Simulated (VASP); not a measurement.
Here is the system:

```
CELL_PARAMETERS angstrom
      1.90541    -3.30027     0.00000
      1.90541     3.30027     0.00000
      0.00000     0.00000     5.36454
ATOMIC_POSITIONS crystal
  Pt 0.00000 0.00000 0.00000
  Se 0.33333 0.66667 0.24664
  Se 0.66667 0.33333 0.75336
```

Computed with r2SCAN+rVV10, VASP's PBE PAW potentials (set 64) (plane waves; VASP 6.6.1). Settings: 520 eV cut-off, 9×9×6 Γ-centred mesh, first-order Methfessel-Paxton smearing of 0.10 eV, potentials Pt Se.

### Question
The ions and cell shape at fixed volume are relaxed. What does this cell relax into?

### Answer

```
CELL_PARAMETERS angstrom
      1.86288    -3.22660     0.00000
      1.86288     3.22660     0.00000
      0.00000     0.00000     5.61230
ATOMIC_POSITIONS crystal
  Pt 0.00000 0.00000 0.00000
  Se 0.33333 0.66667 0.23334
  Se 0.66667 0.33333 0.76666
```
Space group P-3m1 (164), at a tolerance of 0.03 Å.

### Question
How much energy does the relaxation gain?

### Answer
The energy (σ→0) changes by -23.4 meV/atom, in 8 ionic steps.

| step | E(σ→0) (eV) | max force (eV/Å) | pressure (GPa) | volume (Å³) |
|---|---|---|---|---|
| 1 | -80.9338 | 0.616 | -6.37 | 67.47 |
| 2 | -80.9723 | 0.348 | -4.56 | 67.47 |
| 3 | -80.9962 | 0.096 | -1.64 | 67.47 |
| 4 | -80.9963 | 0.128 | -1.42 | 67.47 |
| 5 | -81.0028 | 0.058 | -1.04 | 67.47 |
| 6 | -81.0039 | 0.014 | -0.82 | 67.47 |
| 7 | -81.0039 | 0.016 | -0.83 | 67.47 |
| 8 | -81.0039 | 0.004 | -0.90 | 67.47 |

The compound is PtSe2 in the 1T layered structure. This cell is one point of a volume scan, at 1.06 of the reference volume. Symmetry was kept, so distortions that lower it aren't found.
